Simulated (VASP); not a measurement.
Level of theory: PBEsol GGA, VASP's PBE PAW potentials (set 64) (plane waves; VASP 6.6.1).

The input files of a VASP run:

KPOINTS:
```
Automatic mesh
0
Gamma
6 6 6
0 0 0
```

### POSCAR
```
SiO2
7.0631640
 -0.3731356094   0.6796654249   0.6315256538
  0.3731356094  -0.6796654249   0.6315256538
  0.3731356094   0.6796654249  -0.6315256538
Si O
4 8
Cartesian
 -0.0000000000   0.1151928184   1.0670911545
  0.3731356094   0.5644726065  -0.4355655007
  0.3731356094  -0.1151928184   0.4355655006
 -0.0000000000   0.7948582432   0.1959601532
  0.3731356094  -0.3398327124   0.4816285488
  0.0000000000   1.0194981373   0.1498971050
  0.1865678047   0.7375111792   0.3157628269
  0.1865678047  -0.0578457543   0.3157628269
  0.1865678047   0.6218196705  -0.3157628269
 -0.1865678047   0.7375111792   0.3157628269
  0.0000000000   0.0000000000   0.0000000000
  0.0000000000   0.6796654249   0.0000000000
```

INCAR:
```
GGA = PS   ! PBEsol
ENCUT = 520
ISMEAR = -5   ! tetrahedra, Bloechl
LREAL = .FALSE.   ! projection in real space or not
PREC = Accurate
NELM = 100
ALGO = Normal   ! blocked Davidson
SYSTEM = SiO2
ISIF = 2   ! forces and stress, cell fixed
LCHARG = .TRUE.
LWAVE = .FALSE.
LASPH = .TRUE.   ! aspherical one-centre terms
EDIFF = 1E-7
LEFG = .TRUE.
NEDOS = 601
LORBIT = 11   ! lm-projected
```

POTCAR, in this order: Si O (PBE.64 set). Program: vasp_std.

### Question
Predict the energy per atom (σ→0), band gap (on the k-mesh).

### Answer

The energy per atom (σ→0) is -8.218 eV/atom and the band gap (on the k-mesh) comes out as 5.49 eV.

OSZICAR:
```
...
DAV:  11    -0.986209765762E+02   -0.29590E-03   -0.44292E-03  4197   0.366E-01    0.710E-02
DAV:  12    -0.986211180587E+02   -0.14148E-03   -0.34803E-04  3994   0.108E-01    0.489E-02
DAV:  13    -0.986211231395E+02   -0.50808E-05   -0.39903E-05  4148   0.418E-02    0.236E-02
DAV:  14    -0.986211140984E+02    0.90411E-05   -0.38011E-05  4057   0.338E-02    0.749E-03
DAV:  15    -0.986211137263E+02    0.37212E-06   -0.30492E-06  4283   0.136E-02    0.587E-03
DAV:  16    -0.986211136014E+02    0.12488E-06   -0.16817E-06  4188   0.685E-03    0.265E-03
DAV:  17    -0.986211135422E+02    0.59249E-07   -0.30168E-07  3577   0.400E-03
   1 F= -.98621114E+02 E0= -.98621114E+02  d E =0.000000E+00
```

The structure comes from a computed database's SiO2 entry (Imma); how it stands against other phases isn't given here. It was relaxed first.
